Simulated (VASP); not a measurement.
A VASP 6.6.1 single-point calculation on NaSrCl3

INCAR

```
LREAL = .FALSE.
ISIF = 2
PREC = Accurate
LWAVE = .FALSE.
LCHARG = .FALSE.
NELM = 120
NSW = 0
NBANDS = 21
SIGMA = 0.02
ENCUT = 520
ISMEAR = -1
LASPH = .TRUE.
IBRION = -1
GGA = PE
EDIFF = 1E-5
```

KPOINTS

```
KPOINTS created by Atomic Simulation Environment
0
Gamma
4 4 4
0 0 0
```

POSCAR

```
Na Sr Cl
 1.0000000000000000
     5.6252683342671830   -0.0000000000000000    0.0000000000000000
    -0.0000000000000000    5.6252683342671830    0.0000000000000000
     0.0000000000000000    0.0000000000000000    5.6252683342671830
 Na  Sr  Cl
   1   1   3
Cartesian
 -0.0000000000000000 -0.0000000000000000 -0.0000000000000000
  2.8126341671335910  2.8126341671335910  2.8126341671335910
  2.8126341671335910  2.8126341671335910  0.0000000000000000
  2.8126341671335910 -0.0000000000000000  2.8126341671335910
 -0.0000000000000000  2.8126341671335910  2.8126341671335910
```

The recommended PBE PAW datasets give the neutral cell 38 valence electrons.

Command

```
mpirun -np 1 vasp_std
```

Question: Predict the outcome of this run.

Answer: It converged. Results: gap between bands v and c on the k mesh 3.62 eV; least direct gap on the k mesh 3.84 eV; pressure 0.4 GPa. Band v is the last that the valence electrons fill when counted band by band, and c is the next.

OSZICAR

```
N       E                     dE             d eps       ncg     rms          rms(c)
DAV:   1     0.343441898721E+03    0.34344E+03   -0.17431E+04   420   0.160E+03
DAV:   2     0.203445778244E+02   -0.32310E+03   -0.31832E+03   532   0.363E+02
DAV:   3    -0.182543404649E+02   -0.38599E+02   -0.38563E+02   605   0.122E+02
DAV:   4    -0.195886917568E+02   -0.13344E+01   -0.13335E+01   586   0.245E+01
DAV:   5    -0.196386326243E+02   -0.49941E-01   -0.49934E-01   716   0.299E+00    0.188E+01
DAV:   6    -0.186590653937E+02    0.97957E+00   -0.19542E+00   485   0.665E+00    0.122E+01
DAV:   7    -0.184247890969E+02    0.23428E+00   -0.12289E+00   580   0.562E+00    0.232E+00
DAV:   8    -0.183910083465E+02    0.33781E-01   -0.17416E-01   510   0.226E+00    0.712E-01
DAV:   9    -0.183884957269E+02    0.25126E-02   -0.86066E-03   511   0.601E-01    0.281E-01
DAV:  10    -0.183861637809E+02    0.23319E-02   -0.13231E-02   500   0.793E-01    0.108E-01
DAV:  11    -0.183863255893E+02   -0.16181E-03   -0.71659E-04   619   0.175E-01    0.562E-02
DAV:  12    -0.183863861343E+02   -0.60545E-04   -0.46859E-05   420   0.539E-02    0.196E-02
DAV:  13    -0.183864006524E+02   -0.14518E-04   -0.25452E-05   415   0.383E-02    0.744E-03
DAV:  14    -0.183864014201E+02   -0.76775E-06   -0.22796E-06   335   0.138E-02
   1 F= -.18386401E+02 E0= -.18386401E+02  d E =-.528127E-11
```

For comparison, a separate PBE run of the intended cell, on usual settings and not on those above, gives a gap of 3.62 eV on its mesh and a pressure of 0.4 GPa.
